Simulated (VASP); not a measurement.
Runs of VASP 6.6.1 on WSe2. Symmetry: P6_3/mmc, No. 194, hexagonal system. The conventional cell has a = 3.320 Å, b = 3.320 Å, c = 13.737 Å, α = 90.00°, β = 90.00°, γ = 120.00°. W (site symmetry -6m2) has 6 Se at 2.54 Å as nearest neighbours. Around Se (site symmetry 3m) lie 3 W at 2.54 Å. The cell is a database's computed one.

```csv
task,level,potentials or basis,cell,k mesh,cutoff (eV),gap on the mesh (eV),pressure (GPa)
relaxation of cell and atoms,PBE+D3(BJ),"VASP PAW PBE potentials, release 64 (W_sv, Se)",relaxed,10 × 10 × 3,600,(b),0.0
band structure,PBEsol,"VASP PAW PBE potentials, release 64 (W_sv, Se)","P6_3/mmc, 19.87 Å³/atom",12 × 12 × 4,450,0.85,-
band structure,r2SCAN,"VASP PAW PBE potentials, release 64 (W_sv, Se)","P6_3/mmc, 19.87 Å³/atom",12 × 12 × 4,450,1.01,2.0
band structure,PBE,"VASP PAW PBE potentials, release 64 (W_sv, Se)","P6_3/mmc, 19.87 Å³/atom",12 × 12 × 4,450,0.89,-
dielectric tensor,PBE,"VASP PAW PBE potentials, release 64 (W_sv, Se)","P6_3/mmc, 19.87 Å³/atom",11 × 11 × 3,450,(a),-
band structure,LDA,"VASP PAW LDA potentials, release 64 (W_sv, Se)","P6_3/mmc, 19.87 Å³/atom",12 × 12 × 4,450,0.83,-
band structure,PBE,"VASP PAW PBE potentials, release 64 (W_sv, Se)","P6_3/mmc, 19.87 Å³/atom",12 × 12 × 4,600,0.89,-
band structure,PBE,"VASP PAW PBE potentials, release 64 (W_sv, Se)","P6_3/mmc, 19.87 Å³/atom",12 × 12 × 4,300,0.89,-
```

Alike in all rows: no spin polarisation; smearing gaussian 0.02 eV.

Q: Fill in the values left out.

A: (a) 0.86; (b) 0.91.

Caveats: spin-orbit coupling is left out, which moves the levels of the heavy elements; this functional lacks dispersion, which binds the layers, so the pressure and a relaxed spacing across them are unreliable (some runs); an odd mesh through Γ misses points on the zone boundary, where band edges often lie (some runs); the PAW data sets were made with another functional, which shifts forces and pressure a little (some runs).

A k mesh can miss the band edges, and the runs leave out spin-orbit coupling on Se, W.
